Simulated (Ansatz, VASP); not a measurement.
**HfSnSe4 in VASP and in Ansatz**

```
Hf Sn Se
1.0
     4.72562    0.00000    0.00000
     0.00000    4.72562    0.00000
     0.00000    0.00000    6.74633
Hf Sn Se
1 1 4
Direct
  0.00000 0.00000 0.00000
  0.50000 0.50000 0.50000
  0.50000 0.00000 0.77235
  0.00000 0.50000 0.22765
  0.50000 0.00000 0.22765
  0.00000 0.50000 0.77235
```

Change from the starting cell: species swapped into the NaYF4 type (P4/mmm, No. 123).

Alike in both runs: functional PBE; k mesh 4 × 4 × 4; occupations gaussian, width 0.1 eV; no spin polarisation.

Ansatz relaxed the structure, and its values are those at the end. VASP's run is a single point on that final structure, the one shown.

```csv
,VASP,Ansatz
version,VASP 6.6.1,Ansatz 0.2.0
potentials or method,"VASP PAW PBE potentials, release 64 (Hf_pv, Sn_d, Se)","scalar-relativistic, plane waves, PAW"
plane-wave cutoff (eV),520,420
valence electrons in the cell,48,104
```

```tsv
	VASP	Ansatz	Ansatz less VASP
gap on the k mesh at the Fermi level (eV)	none	none	-
pressure (GPa)	-0.2	0.0	+0.17
rms of the force components (eV/Å)	0.005	0.007	+0.0025
```

A gap of «none» marks a metal or a gap that the smearing closes. The two sets of potentials don't hold the same shells in valence.

The runs have no spin-orbit coupling, so splittings on Hf are missing.
